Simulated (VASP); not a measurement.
# Be2CdS3 (P6/mmm) in VASP: notebook

Runs on Be2CdS3. Level: PBE. Tasks: relaxation of cell and atoms.

Program: VASP 6.6.1. These are calculated values, not measurements. Logs are shortened: lines on timing, memory, paths and dates and some standing lists are left out, and cuts for length are marked.

### Step 1. The structure

The structure is hexagonal, space group P6/mmm (No. 191). The conventional cell has a = 4.520 Å, b = 4.520 Å, c = 7.147 Å, α = 90.00°, β = 90.00°, γ = 120.00°. Be (site symmetry -6m2) is surrounded by 3 Be at 2.61 Å and 3 Cd at 2.61 Å. Around Cd (site symmetry 6/mmm) lie 2 S at 1.92 Å. S (site symmetry 6mm) has 1 S at 1.66 Å as nearest neighbours. S (site symmetry 6/mmm) is surrounded by 2 S at 1.66 Å.

The cell was built by a generator and needn't be a form met in nature.

### Step 2. Relaxation of cell and atoms, PBE

Input file INCAR:

```
  PREC = Normal
  ENCUT = 520
  EDIFF = 1E-4
  ISMEAR = 0
  SIGMA = 0.15
  LREAL = False
  LASPH = True
  NELM = 60
  ALGO = Fast
  ISIF = 3
  LWAVE = False
  LCHARG = False
  GGA = PE
  IBRION = 2
  NSW = 24
  EDIFFG = -0.08
  KPAR = 2
```

Input file KPOINTS:

```
regular mesh
0
Gamma
  4 4 2
```

Input file POSCAR:

```
Be2CdS3
1.0
    4.5202790700      0.0000000000      0.0000000000
   -2.2601395400      3.9146765100      0.0000000000
    0.0000000000      0.0000000000      7.1470046100
Be Cd S
2 1 3
Direct
    0.3333333300      0.6666666700      0.5000000000
    0.6666666700      0.3333333300      0.5000000000
    0.0000000000      0.0000000000      0.5000000000
    0.0000000000      0.0000000000      0.2317870400
    0.0000000000      0.0000000000      0.7682129600
    0.0000000000      0.0000000000      0.0000000000
```

Potentials or basis: VASP PAW PBE potentials, release 64 (Be, Cd, S).

On the command line:

```console
> cat potpaw_PBE.64/Be/POTCAR potpaw_PBE.64/Cd/POTCAR potpaw_PBE.64/S/POTCAR > POTCAR
> mpirun -np 2 vasp_std > vasp.out
```

OUTCAR:

```text
PREC = Normal
   ENCUT = 520
   EDIFF = 1E-4
   ISMEAR = 0
   LREAL = False
   LASPH = True
   NELM = 60
   ISIF = 3
   GGA = PE
   IBRION = 2
   NSW = 24
   EDIFFG = -0.08

 ion  position               nearest neighbor table
   1  0.333  0.667  0.500-   3 2.61   3 2.61   3 2.61
   2  0.667  0.333  0.500-   3 2.61   3 2.61   3 2.61
   3  0.000  0.000  0.500-   4 1.92   5 1.92   1 2.61   2 2.61   2 2.61   1 2.61   2 2.61   1 2.61

   4  0.000  0.000  0.232-   6 1.66   3 1.92
   5  0.000  0.000  0.768-   6 1.66   3 1.92
   6  0.000  0.000  0.000-   4 1.66   5 1.66

  LATTYP: Found a hexagonal cell.
 ALAT       =     4.5202790700
 C/A-ratio  =     1.5810980914

  Lattice vectors:

 A1 = (   4.5202790700,   0.0000000000,   0.0000000000)
 A2 = (  -2.2601395400,   3.9146765100,   0.0000000000)
 A3 = (   0.0000000000,   0.0000000000,   7.1470046100)

Analysis of symmetry for initial positions (statically):
=====================================================================
 Subroutine PRICEL returns:
 Original cell was already a primitive cell.

 Routine SETGRP: Setting up the symmetry group for a
 hexagonal supercell.

 Subroutine GETGRP returns: Found 24 space group operations
 (whereof 24 operations were pure point group operations)
 out of a pool of 24 trial point group operations.

The static configuration has the point symmetry D_6h.

Analysis of symmetry for dynamics (positions and initial velocities):
=====================================================================
 Subroutine PRICEL returns:
 Original cell was already a primitive cell.

 Routine SETGRP: Setting up the symmetry group for a
 hexagonal supercell.

 Subroutine GETGRP returns: Found 24 space group operations
 (whereof 24 operations were pure point group operations)
 out of a pool of 24 trial point group operations.

The dynamic configuration has the point symmetry D_6h.

 Subroutine INISYM returns: Found 24 space group operations
 (whereof 24 operations are pure point group operations),
 and found     1 'primitive' translations

----------------------------------------------------------------------------------------

                                     Primitive cell

  volume of cell :     126.4693

  direct lattice vectors                    reciprocal lattice vectors
     4.520279070  0.000000000  0.000000000     0.221225279  0.127724475  0.000000000
    -2.260139540  3.914676510  0.000000000     0.000000000  0.255448949  0.000000000
     0.000000000  0.000000000  7.147004610     0.000000000  0.000000000  0.139918757

  length of vectors
     4.520279070  4.520279075  7.147004610     0.255448949  0.255448949  0.139918757

  position of ions in fractional coordinates (direct lattice)
     0.333333330  0.666666670  0.500000000
     0.666666670  0.333333330  0.500000000
     0.000000000  0.000000000  0.500000000
     0.000000000  0.000000000  0.231787040
     0.000000000  0.000000000  0.768212960
     0.000000000  0.000000000  0.000000000

  ion indices of the primitive-cell ions
   primitive index   ion index
                 1           1
                 2           2
                 3           3
                 4           4
                 5           5
                 6           6

----------------------------------------------------------------------------------------

 KPOINTS: regular mesh

Automatic generation of k-mesh.
 Grid dimensions read from file:
 generate k-points for:    4    4    2

 Generating k-lattice:

  Cartesian coordinates                     Fractional coordinates (reciprocal lattice)
     0.055306320  0.031931119  0.000000000     0.250000000  0.000000000  0.000000000
     0.000000000  0.063862237  0.000000000     0.000000000  0.250000000  0.000000000
     0.000000000  0.000000000  0.069959378     0.000000000  0.000000000  0.500000000

  Length of vectors
     0.063862237  0.063862237  0.069959378

  Shift w.r.t. Gamma in fractional coordinates (k-lattice)
     0.000000000  0.000000000  0.000000000

 Subroutine IBZKPT returns following result:
 ===========================================

 Found      8 irreducible k-points:

 Following reciprocal coordinates:
            Coordinates               Weight
  0.000000  0.000000  0.000000      1.000000
  0.250000  0.000000  0.000000      6.000000
  0.500000  0.000000  0.000000      3.000000
  0.250000  0.250000  0.000000      6.000000
  0.000000  0.000000  0.500000      1.000000
  0.250000  0.000000  0.500000      6.000000
  0.500000  0.000000  0.500000      3.000000
  0.250000  0.250000  0.500000      6.000000
   k-points           NKPTS =      8   k-points in BZ     NKDIM =      8   number of bands    NBANDS=     21
   number of dos      NEDOS =    301   number of ions     NIONS =      6
   total plane-waves  NPLWV =  31360
   dimension x,y,z NGX =    28 NGY =   28 NGZ =   40
   dimension x,y,z NGXF=    56 NGYF=   56 NGZF=   80
   ions per type =               2   1   3
   NGX,Y,Z   is equivalent  to a cutoff of  10.30, 10.30,  9.30 a.u.
   NGXF,Y,Z  is equivalent  to a cutoff of  20.60, 20.60, 18.61 a.u.
 SYSTEM =  unknown system
   PREC   = normal    normal or accurate (medium, high low for compatibility)
   ISTART =      0    job   : 0-new  1-cont  2-samecut
   ICHARG =      2    charge: 1-file 2-atom 10-const
   ISPIN  =      1    spin polarized calculation?
   LNONCOLLINEAR =      F non collinear calculations
   LSORBIT =      F    spin-orbit coupling
   LASPH  =      T    aspherical Exc in radial PAW
   ENCUT  =  520.0 eV  38.22 Ry    6.18 a.u.   8.40  8.40 13.29*2*pi/ulx,y,z
   NELM   =     60;   NELMIN=  2; NELMDL= -5     # of ELM steps
   EDIFF  = 0.1E-03   stopping-criterion for ELM
   LREAL  =      F    real-space projection
   EDIFFG = -.8E-01   stopping-criterion for IOM
   NSW    =     24    number of steps for IOM
   IBRION =      2    ionic relax: 0-MD 1-quasi-New 2-CG
   NFREE  =      1    steps in history (QN), initial steepest desc. (CG)
   ISIF   =      3    stress and relaxation
   ISYM   =      2    0-nonsym 1-usesym 2-fastsym
   POTIM  = 0.5000    time-step for ionic-motion
   TEBEG  =    0.0;   TEEND  =   0.0 temperature during run
   PSTRESS=    0.0 pullay stress
   NELECT =      34.0000    total number of electrons
   NUPDOWN=      -1.0000    fix difference up-down
   EMIN   =  10.00;   EMAX   =-10.00  energy-range for DOS
   EFERMI =   0.00;   METHOD = LEGACY
   ISMEAR =     0;   SIGMA  =   0.15  broadening in eV -4-tet -1-fermi 0-gaus
   EFERMI_NEDOS =   21; number of points for ismear=-14 and -15
   IALGO  =     68    algorithm
   IMIX   =      4    mixing-type and parameters
     AMIX     =   0.40;   BMIX     =  1.00
     AMIX_MAG =   1.60;   BMIX_MAG =  1.00
  volume/ion in A,a.u.               =      21.08       142.24
  Fermi-wavevector in a.u.,A,eV,Ry     =   1.056589  1.996664 15.189275  1.116380
  Thomas-Fermi vector in A             =   2.191830
   LORBIT       =      0    0 simple, 1 ext, 2 COOP (PROOUT), +10 PAW based schemes
   GGA     = PE    functional components
   LHFCALC =     F    Hartree Fock is set to
   AEXX    =    0.0000 exact exchange contribution
   IVDW    =     0    specifies the selected vdW correction
   LEPSILON=     F    determine dielectric tensor
   LRPA    =     F    only Hartree local field effects (RPA)
 conjugate gradient relaxation of ions
 non-spin polarized calculation
 RMM-DIIS sequential band-by-band and
 Gauss-broadening in eV      SIGMA  =   0.15
  energy-cutoff  :      520.00
  volume of cell :      126.47
 maximum number of plane-waves:      3470
   NGX = 17   NGY = 17   NGZ = 27

--------------------------------------- Ionic step        1  -------------------------------------------

 number of electron      34.0000022 magnetization

 Free energy of the ion-electron system (eV)
  ---------------------------------------------------
  ext. energy  EPLUGINS =         0.00000000
  ---------------------------------------------------
  free energy    TOTEN  =        -3.47799046 eV

  energy without entropy =       -3.41405620  energy(sigma->0) =       -3.44602333

------------------------ aborting loop because EDIFF is reached ----------------------------------------

  FORCE on cell =-STRESS in cart. coord.  units (eV):
  Direction    XX          YY          ZZ          XY          YZ          ZX
  --------------------------------------------------------------------------------------
  -------------------------------------------------------------------------------------
  Total       -2.3686844     -2.3686844    114.9323873      0.0000000      0.0000000      0.0000000
  in kB      -30.0076916    -30.0076916   1456.0216079      0.0000000      0.0000000      0.0000000
  external PRESSURE =     465.3354082 kB  Pullay stress =       0.0000000 kB
[... 27 lines left out ...]
--------------------------------------- Ionic step        2  -------------------------------------------

 number of electron      34.0000541 magnetization

------------------------ aborting loop EDIFF was not reached (unconverged)  ----------------------------

  FORCE on cell =-STRESS in cart. coord.  units (eV):
  Direction    XX          YY          ZZ          XY          YZ          ZX
  --------------------------------------------------------------------------------------
  -------------------------------------------------------------------------------------
  Total       -5.8176088     -5.8176088    -41.0941993      0.0000000     -0.0000000      0.0000000
  in kB      -39.8054651    -39.8054652   -281.1762998      0.0000000     -0.0000000      0.0000000
  external PRESSURE =    -120.2624100 kB  Pullay stress =       0.0000000 kB
[... 27 lines left out ...]
--------------------------------------- Ionic step        3  -------------------------------------------

 number of electron      33.9999965 magnetization

 E-fermi :  -0.0340     XC(G=0):  -7.4625

 val. band max:       -0.0523428296   @ k =   0.2500   0.2500   0.5000
 cond. band min:       0.0025347987   @ k =   0.2500   0.2500   0.0000
 fundamental gap:      0.0548776283
 Fermi energy:        -0.0340473040

 k-point     1 :       0.0000    0.0000    0.0000
  band No.  band energies     occupation
      1     -13.4156      2.00000
      2     -12.0106      2.00000
      3     -10.5870      2.00000
      4      -8.8802      2.00000
      5      -8.8802      2.00000
      6      -8.7890      2.00000
[... 214 lines left out ...]
  FREE ENERGIE OF THE ION-ELECTRON SYSTEM (eV)
  ---------------------------------------------------
  free  energy   TOTEN  =       -15.2289754590 eV

  energy  without entropy=      -15.1566117443  energy(sigma->0) =      -15.19279360

[... ionic steps 4 to 10 ...]

--------------------------------------- Ionic step       11  -------------------------------------------

 number of electron      34.0000076 magnetization

------------------------ aborting loop because EDIFF is reached ----------------------------------------
[... 75 lines left out ...]
--------------------------------------- Ionic step       13  -------------------------------------------

 number of electron      34.0000059 magnetization

 Free energy of the ion-electron system (eV)
  ---------------------------------------------------
  ext. energy  EPLUGINS =         0.00000000
  ---------------------------------------------------
  free energy    TOTEN  =       -16.28860283 eV

  energy without entropy =      -16.23584657  energy(sigma->0) =      -16.26222470

 E-fermi :   1.5137     XC(G=0):  -8.2130

 val. band max:        1.4837478787   @ k =   0.2500   0.2500   0.5000
 cond. band min:       1.5418306228   @ k =   0.2500   0.0000   0.5000
 fundamental gap:      0.0580827442
 Fermi energy:         1.5136634901

 k-point     1 :       0.0000    0.0000    0.0000
  band No.  band energies     occupation
      1     -13.9397      2.00000
      2     -11.8128      2.00000
      3      -9.2323      2.00000
      4      -7.8277      2.00000
      5      -7.8277      2.00000
      6      -7.7544      2.00000
[... 214 lines left out ...]
  FREE ENERGIE OF THE ION-ELECTRON SYSTEM (eV)
  ---------------------------------------------------
  free  energy   TOTEN  =       -16.2886028302 eV

  energy  without entropy=      -16.2358465668  energy(sigma->0) =      -16.26222470

 reached required accuracy - stopping structural energy minimisation
```

Run time: 74 s. Hardware: 2 MPI ranks of Intel Xeon 6975P-C (Granite Rapids), shared host; peak memory 0.19 GiB.

What came out:

```yaml
Free_energy: -16.2886 eV
Relaxed_volume: 23.72 Å³/atom
Relaxed_cell: a = 4.188 Å, b = 4.188 Å, c = 9.367 Å, α = 90.00°, β = 90.00°, γ = 120.00°
Space_group_after_relaxing_to_0.05_Å: P6/mmm (No. 191)
Energy_gained_by_relaxing: 2135.1 meV/atom
Ionic_steps: 13
Pressure_after_relaxing: 0.1 GPa
Largest_force_after_relaxing: 0.017 eV/Å
Band_gap_on_the_k_mesh: none (metal or under the smearing width)
```

Forces on the atoms (eV/Å):
```
Be   0.000  0.000  0.000
Be   0.000  0.000  0.000
Cd   0.000  0.000  0.000
S    0.000  0.000 -0.017
S    0.000  0.000  0.017
S    0.000  0.000  0.000
```

Stress tensor (GPa, compression positive):
```
 0.08  0.00  0.00
 0.00  0.08  0.00
 0.00  0.00 -0.01
```

The path:
```
step  energy change (eV)  largest force (eV/Å)  pressure (GPa)  volume (Å³)
   1              0.0000                0.4259           46.53       126.47
   2             -4.1556                1.0376          -12.03       234.16
   3            -11.7510                1.6737           -6.31       173.89
   4            -12.0306                1.6162           -5.55       169.51
   5            -12.2222                1.4511           -1.34       158.02
   6            -12.2735                1.5308           -3.32       162.23
   7            -12.2768                1.5149           -3.03       161.45
   8            -12.2753                1.5039           -2.78       160.76
   9            -12.6446                0.6983           -1.60       151.41
  10            -12.7881                0.4189            1.20       140.23
  11            -12.7926                0.2699            0.81       141.69
  12            -12.7957                0.2637           -0.63       142.84
  13            -12.8106                0.0169            0.05       142.29
```

Final structure:
```cif
data_structure
_symmetry_space_group_name_H-M 'P 1'
_symmetry_Int_Tables_number 1
_cell_length_a 4.1881
_cell_length_b 4.1881
_cell_length_c 9.3671
_cell_angle_alpha 90.000
_cell_angle_beta 90.000
_cell_angle_gamma 120.000
_cell_volume 142.29
loop_
_atom_site_label
_atom_site_type_symbol
_atom_site_fract_x
_atom_site_fract_y
_atom_site_fract_z
_atom_site_occupancy
Be1 Be 0.33333 0.66667 0.50000 1
Be2 Be 0.66667 0.33333 0.50000 1
Cd1 Cd 0.00000 0.00000 0.50000 1
S1 S 0.00000 0.00000 0.21969 1
S2 S 0.00000 0.00000 0.78031 1
S3 S 0.00000 0.00000 0.00000 1
```

Levels at points of the mesh, in eV from the Fermi level:
| k point | band 13 | band 14 | band 15 | band 16 | band 17 | band 18 | band 19 | band 20 |
| --- | --- | --- | --- | --- | --- | --- | --- | --- |
| (0.00, 0.00, 0.00) | -1.38 | -1.38 | 0.22 | 0.26 | 0.26 | 0.26 | 2.21 | 2.21 |
| (0.50, 0.00, 0.00) | -3.41 | -2.73 | -1.65 | -1.48 | -0.15 | 0.50 | 0.64 | 2.50 |
| (0.00, 0.00, 0.50) | -2.11 | -1.54 | -1.54 | 0.55 | 0.55 | 1.64 | 2.21 | 2.21 |
| (0.50, 0.00, 0.50) | -3.09 | -2.21 | -2.10 | -1.29 | -0.81 | -0.71 | 0.30 | 3.04 |

Caveat: the k mesh is coarse (spacing up to 0.44 Å⁻¹), so the values aren't converged; the relaxation stopped at a loose force limit of 0.08 eV/Å, so its end isn't a converged minimum.

### Step 3. Relaxation of cell and atoms, PBE

This run uses another cell than the first one, of 18.15 Å³/atom, 0.861 times its volume.

INCAR is that of step 2.

KPOINTS is that of step 2.

Input file POSCAR:

```
Be2CdS3
1.0
    3.8588859600      0.0000000000      0.0000000000
   -1.9294429800      3.3418932700      0.0000000000
    0.0000000000      0.0000000000      8.4458075000
Be Cd S
2 1 3
Direct
    0.3333333300      0.6666666700      0.0000000000
    0.6666666700      0.3333333300      0.0000000000
    0.0000000000      0.0000000000      0.0000000000
    0.3333333300      0.6666666700      0.5000000000
    0.6666666700      0.3333333300      0.5000000000
    0.0000000000      0.0000000000      0.5000000000
```

Potentials or basis: VASP PAW PBE potentials, release 64 (Be, Cd, S).

On the command line:

```console
> cat potpaw_PBE.64/Be/POTCAR potpaw_PBE.64/Cd/POTCAR potpaw_PBE.64/S/POTCAR > POTCAR
> mpirun -np 2 vasp_std > vasp.out
```

Run time: 63 s. Hardware: 2 MPI ranks of Intel Xeon 6975P-C (Granite Rapids), shared host; peak memory 0.17 GiB.

Results (log left out):

```yaml
Free_energy: -16.5999 eV
Relaxed_volume: 16.35 Å³/atom
Relaxed_cell: a = 4.432 Å, b = 4.432 Å, c = 5.767 Å, α = 90.00°, β = 90.00°, γ = 120.00°
Space_group_after_relaxing_to_0.05_Å: P6/mmm (No. 191)
Energy_gained_by_relaxing: 724.7 meV/atom
Ionic_steps: 16
Pressure_after_relaxing: 0.3 GPa
Band_gap_on_the_k_mesh: none (metal or under the smearing width)
```

Stress tensor (GPa, compression positive):
```
0.35 0.00 0.00
0.00 0.35 0.00
0.00 0.00 0.11
```

The path:
```
step  energy change (eV)  largest force (eV/Å)  pressure (GPa)  volume (Å³)
   1              0.0000                0.0000           28.39       108.92
   2             -2.1883                0.0000           -8.08       165.45
   3             -3.2251                0.0000           -0.81       139.46
   4             -3.2249                0.0000           -0.50       138.82
   5             -3.2460                0.0000           -0.51       137.19
   6             -3.3187                0.0000           -0.48       132.30
   7             -3.5352                0.0000           -0.64       122.47
   8             -4.2337                0.0000            0.41       102.57
   9              6.8321                0.0000          118.82        61.83
  10             -4.2674                0.0000            0.58       101.35
  11             -4.3083                0.0000            3.03        94.13
  12             -4.3307                0.0000            1.89        96.98
  13             -4.3371                0.0000            0.21        97.28
  14             -4.3450                0.0000            0.76        97.16
  15             -4.3450                0.0000            0.88        97.15
  16             -4.3482                0.0000            0.27        98.12
```

Final structure:
```
Be Cd S
1.0
     4.43227    0.00000    0.00000
    -2.21614    3.83846    0.00000
     0.00000    0.00000    5.76737
Be Cd S
2 1 3
Direct
  0.33333 0.66667 0.00000
  0.66667 0.33333 0.00000
  0.00000 0.00000 0.00000
  0.33333 0.66667 0.50000
  0.66667 0.33333 0.50000
  0.00000 0.00000 0.50000
```

Levels at points of the mesh, in eV from the Fermi level:
```csv
k point,band 14,band 15,band 16,band 17,band 18,band 19,band 20,band 21
"(0.00, 0.00, 0.00)",-5.82,-1.28,-1.18,2.30,2.30,2.69,2.69,4.49
"(0.50, 0.00, 0.00)",-2.22,-2.19,-2.01,-0.63,0.13,0.15,1.21,2.79
"(0.00, 0.00, 0.50)",-2.72,-1.22,-1.03,-0.26,1.94,1.94,2.17,2.17
"(0.50, 0.00, 0.50)",-2.08,-1.25,-1.04,-0.97,0.15,0.15,1.22,2.29
```

Caveat: the k mesh is coarse (spacing up to 0.47 Å⁻¹), so the values aren't converged; the relaxation stopped at a loose force limit of 0.08 eV/Å, so its end isn't a converged minimum.

[end of part 1 of 2]
